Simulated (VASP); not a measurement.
# Zr: surface energy and work function by face, part 3 of 5

Aim: compare the low-index faces of Zr at one level of theory.

VASP 6.6.1; r2SCAN; plane waves and PAW (Zr_sv).

So far. Step 3 (The bulk reference, job self-consistent run, k-mesh …): The run ends at a pressure of -0.62 GPa. Step 4 (Relaxing the slab, 8 atoms, face Zr(0001)): The run ended after 5 ionic steps, 0.103 eV below its first step, once the forces on the free atoms met EDIFFG = -0.03.

### Step 5. Vacuum level and density of states, 8 atoms, face Zr(0001)

A static run writes the electrostatic potential without exchange and correlation (LVHAR), which is flat in the vacuum and gives the level to count from. The dipole correction cancels the field that unlike faces would set up across the vacuum.

INCAR

```
SYSTEM = Zr
PREC = Normal
ENCUT = 320
EDIFF = 1E-06
NELM = 120
ISMEAR = 1
SIGMA = 0.15
LREAL = .FALSE.
ALGO = Normal
METAGGA = R2SCAN
LASPH = .TRUE.
NBANDS = 59
LORBIT = 11
LWAVE = .FALSE.
LCHARG = .TRUE.
KPAR = 4
IDIPOL = 3
LDIPOL = .TRUE.
DIPOL = 0.5 0.5 0.5
LVHAR = .TRUE.
LVACPOTAV = .TRUE.
NEDOS = 1500
```

POSCAR

```
Zr
1.0
    3.2455109009      0.0000000000      0.0000000000
    1.6227554504      2.8106948884      0.0000000000
    0.0000000000      0.0000000000     33.0245487611
Zr
8
Direct
    0.6666666700      0.6666666700      0.2295765998
    0.0000000000      0.0000000000      0.3027590906
    0.6666666700      0.6666666700      0.3828811658
    0.0000000000      0.0000000000      0.4611791284
    0.6666666700      0.6666666700      0.5388208716
    0.0000000000      0.0000000000      0.6171188342
    0.6666666700      0.6666666700      0.6972409094
    0.0000000000      0.0000000000      0.7704234002
```

KPOINTS

```
Automatic mesh
0
Gamma
12 12 1
0 0 0
```

PAW data sets: Zr_sv (PBE family, release 64).

On the command line:

```
mpirun -np 4 vasp_std
```

Log:

```text
[... set-up lines as in an earlier step ...]
 entering main loop
       N       E                     dE             d eps       ncg     rms          rms(c)
DAV:   1     0.608853381862E+03    0.60885E+03   -0.43069E+04  2794   0.111E+03
DAV:   2    -0.133802481501E+03   -0.74266E+03   -0.72246E+03  2518   0.388E+02
DAV:   3    -0.215757078110E+03   -0.81955E+02   -0.79580E+02  3572   0.746E+01
DAV:   4    -0.233303393882E+03   -0.17546E+02   -0.17389E+02  3876   0.346E+01
DAV:   5    -0.235894649970E+03   -0.25913E+01   -0.25871E+01  3340   0.104E+01    0.356E+01
DAV:   6    -0.216106431737E+03    0.19788E+02   -0.21305E+02  3387   0.463E+01    0.245E+01
DAV:   7    -0.295893789265E+03   -0.79787E+02   -0.19682E+03  3330   0.471E+01    0.296E+01
DAV:   8    -0.189876001990E+03    0.10602E+03   -0.14744E+02  3084   0.310E+01    0.147E+01
DAV:   9    -0.183129595061E+03    0.67464E+01   -0.55907E+01  3252   0.157E+01    0.936E+00
DAV:  10    -0.179766380578E+03    0.33632E+01   -0.14932E+01  3068   0.886E+00    0.532E+00
DAV:  11    -0.180098086654E+03   -0.33171E+00   -0.40143E+00  3052   0.539E+00    0.371E+00
DAV:  12    -0.180642013482E+03   -0.54393E+00   -0.11344E+00  2950   0.376E+00    0.372E+00
DAV:  13    -0.179947666530E+03    0.69435E+00   -0.14122E+00  2956   0.323E+00    0.170E+00
DAV:  14    -0.180008710844E+03   -0.61044E-01   -0.29353E-01  2884   0.244E+00    0.931E-01
DAV:  15    -0.180018050468E+03   -0.93396E-02   -0.97490E-02  3028   0.987E-01    0.599E-01
DAV:  16    -0.180043323055E+03   -0.25273E-01   -0.81897E-02  3068   0.142E+00    0.613E-01
DAV:  17    -0.180021110741E+03    0.22212E-01   -0.88672E-02  3030   0.106E+00    0.221E-01
DAV:  18    -0.180022445511E+03   -0.13348E-02   -0.89997E-03  2908   0.286E-01    0.124E-01
DAV:  19    -0.180022158586E+03    0.28692E-03   -0.16722E-03  3220   0.193E-01    0.514E-02
DAV:  20    -0.180022488494E+03   -0.32991E-03   -0.14006E-03  2880   0.916E-02    0.574E-02
DAV:  21    -0.180022448977E+03    0.39517E-04   -0.48788E-04  2940   0.873E-02    0.139E-02
DAV:  22    -0.180022601054E+03   -0.15208E-03   -0.17790E-04  2913   0.467E-02    0.229E-02
DAV:  23    -0.180022639553E+03   -0.38499E-04   -0.12845E-04  2884   0.418E-02    0.821E-03
DAV:  24    -0.180022672624E+03   -0.33071E-04   -0.17244E-05  2500   0.222E-02    0.399E-03
DAV:  25    -0.180022701747E+03   -0.29123E-04   -0.11747E-05  2436   0.179E-02    0.471E-03
DAV:  26    -0.180022738115E+03   -0.36368E-04   -0.10103E-05  2289   0.184E-02    0.164E-03
DAV:  27    -0.180022760308E+03   -0.22193E-04   -0.77619E-06  2352   0.188E-02    0.189E-03
DAV:  28    -0.180022769222E+03   -0.89134E-05   -0.22257E-06  1767   0.929E-03    0.127E-03
DAV:  29    -0.180022772583E+03   -0.33612E-05   -0.78344E-07  1552   0.585E-03    0.878E-04
DAV:  30    -0.180022773848E+03   -0.12656E-05   -0.15248E-06  1608   0.932E-03    0.486E-04
DAV:  31    -0.180022774774E+03   -0.92569E-06   -0.76528E-07  1397   0.672E-03
 -----------------------------------------------------------------------------
|                                                                             |
|           W    W    AA    RRRRR   N    N  II  N    N   GGGG   !!!           |
|           W    W   A  A   R    R  NN   N  II  NN   N  G    G  !!!           |
|           W    W  A    A  R    R  N N  N  II  N N  N  G       !!!           |
|           W WW W  AAAAAA  RRRRR   N  N N  II  N  N N  G  GGG   !            |
|           WW  WW  A    A  R   R   N   NN  II  N   NN  G    G                |
|           W    W  A    A  R    R  N    N  II  N    N   GGGG   !!!           |
|                                                                             |
|     Did not find any points to average over, which means that no vacuum     |
|     field-free region was found. Please increase the size of  your cell     |
|     in the dimension of the dipole correction to obtain accurate            |
|     workfunction values.                                                    |
|                                                                             |
 -----------------------------------------------------------------------------

   1 F= -.18002277E+03 E0= -.18002256E+03  d E =-.659264E-03
```

Wall time 3.5 min (4 MPI ranks of Intel Xeon Platinum 8488C (Sapphire Rapids), shared host); peak memory 0.97 GiB; 13 min of CPU time.

OUTCAR, selected parts (step 5):

```text
   NELECT =      96.0000    total number of electrons

 dipolmoment           0.000000      0.000000     -0.000003 electrons x Angstroem

 E-fermi :   4.0673

 k-point     1 :       0.0000    0.0000    0.0000
  band No.  band energies     occupation
    ...
     38       0.5946      2.00000
     39       0.8315      2.00000
     40       0.8917      2.00000
     41       3.8374      2.05236
     42       3.8537      2.06174
     43       4.2644     -0.06876
     44       4.3212     -0.03771
     45       4.6299     -0.00000
     46       4.7185     -0.00000
     47       4.8576     -0.00000
    ...

  Total       -2.4058453     -2.4058453     -1.1930284      0.0000000      0.0000000      0.0000000
  in kB      -12.7951276    -12.7951276     -6.3449426      0.0000000      0.0000000      0.0000000
  external PRESSURE =     -10.6450659 kB  Pullay stress =       0.0000000 kB

 POSITION                                       TOTAL-FORCE (eV/Angst)
 -----------------------------------------------------------------------------------
      3.24551      1.87380      7.58166        -0.000000     -0.000000      0.006175
      0.00000      0.00000      9.99848        -0.000000     -0.000000      0.018760
      3.24551      1.87380     12.64448         0.000000      0.000000      0.009134
      0.00000      0.00000     15.23023        -0.000000      0.000000     -0.001917
      3.24551      1.87380     17.79432         0.000000     -0.000000      0.001917
      0.00000      0.00000     20.38007        -0.000000     -0.000000     -0.009134
      3.24551      1.87380     23.02607         0.000000      0.000000     -0.018760
      0.00000      0.00000     25.44289         0.000000      0.000000     -0.006175
 -----------------------------------------------------------------------------------
    total drift:                               -0.000116     -0.000067     -0.000283

  FREE ENERGIE OF THE ION-ELECTRON SYSTEM (eV)
  ---------------------------------------------------
  free  energy   TOTEN  =      -180.0227747741 eV

  energy  without entropy=     -180.0221155099  energy(sigma->0) =     -180.02255502

 vacuum level on the upper side and lower side of the slab         8.332         8.332

[... 8 parts as in an earlier step ...]

[... 9 further parts left out ...]
```

Numbers from this step:

```
electronic cycles                          : 31
Fermi energy                               : 4.067 eV
dipole moment                              : 0, 0, -3.00e-6 e·Å
vacuum levels                              : 8.332, 8.332 eV
work functions of the upper and lower face : 4.265, 4.265 eV
```

The planar average of the electrostatic potential oscillates, so the rows of the table below give means over windows of 2.53 Å about each position, cut where the curve ends. Its maxima inside the range that stand out by 2 % of the span (Å: eV): 8.8: -0.827, 11.3: 0.0699, 14.0: -0.277, 16.5: -0.316, 19.0: -0.277, 21.7: 0.0698, 24.2: -0.827. Its minima: 7.6: -18.3, 10.0: -18.2, 12.7: -18.2, 15.2: -18.2, 17.8: -18.2, 20.4: -18.2, 23.0: -18.2, 25.4: -18.3.

Zero at the Fermi level. Table of planar average of the electrostatic potential by height; means over each step:

height (Å), planar average of the electrostatic potential (eV) and a bar from the least value:
```
     1.26        4.3 ##############################
     3.79        4.2 ##############################
     6.33       -3.3 ##############
     8.86       -9.9 
    11.39       -8.2 ####
    13.92       -8.7 ###
    16.45       -8.9 ##
    18.98       -8.7 ##
    21.51       -8.2 ####
    24.04       -9.9 
    26.57       -4.4 ############
    29.10        4.2 ##############################
    31.63        4.3 ##############################
```

Density of states in the PAW spheres, an atom over height of the layer and energy from the Fermi level.

Ten even steps from '0' (0.00 states/eV) to '9' (1.06 states/eV), each cell a mean:
```
96999969
74544547
63433436
66877866
77666677
55455455
46555564
56555565
34444443
12233221
00000000
00000000
00000000
00000000
00000000
00000000
00000000
00000000
00000000
00000000
00000000
00000000
```
Columns: height of the layer (Å) from 7.6 to 25.4; rows upwards: energy from the Fermi level (eV) from -7.9 to 0.5.

Valence density in the ca plane at fractional y = 0.000, with atoms of Zr within 0.2 Å of it. It is the smooth field of the valence electrons, not physical close to the nuclei.

Ten even steps from '0' (0.0 e/Å³) to '9' (5.7 e/Å³), each cell a mean:
```
15873000000000158730000000002687300000000000
02321000000000023310000000000232100000000000
00000000000000000000000000000000000000000000
00000000010000000000000110000000000000000000
00000000000000000000000000000000000000000000
01110000000000001100000000000111000000000000
13652000000000135520000000001464100000000000
26984100000000269941000000002798300000000000
```
Columns run along c (16.0 Å, from fractional 0.44 to 0.92 of the cell), rows up along a (3.2 Å). Atoms in or near the plane, at fractional coordinates: Zr at (0.46, 0.00), Zr at (0.62, 0.00), Zr at (0.77, 0.00).

The map of layer states is cut here 0.5 eV above the Fermi level, so it leaves out the states above that.

The vacuum level lies 4.26 eV above the Fermi level at the upper face; both faces agree, as the slab has next to no dipole.

The program found no field-free point at its default tolerance, but its printed level agrees with the flat part of the planar average.

On this mesh the fine structure of the density of states is sampling noise, and high empty states may be cut by the number of bands.

[end of part 3 of 5]

[Lines on the potential files, build, host, timing and source positions are cut from VASP's logs without a mark.]

[Logs are printed without paths, hosts, clocks, repeated set-up lines and the standing remarks that a program may print on its own settings, such as how far it seeks lower states.]

[Hosts, paths, dates, database ids (printed as entryN), source tags and the programs' standing remarks are cut or masked in the printed files.]

[Runs that stopped without an error message from VASP are left out.]
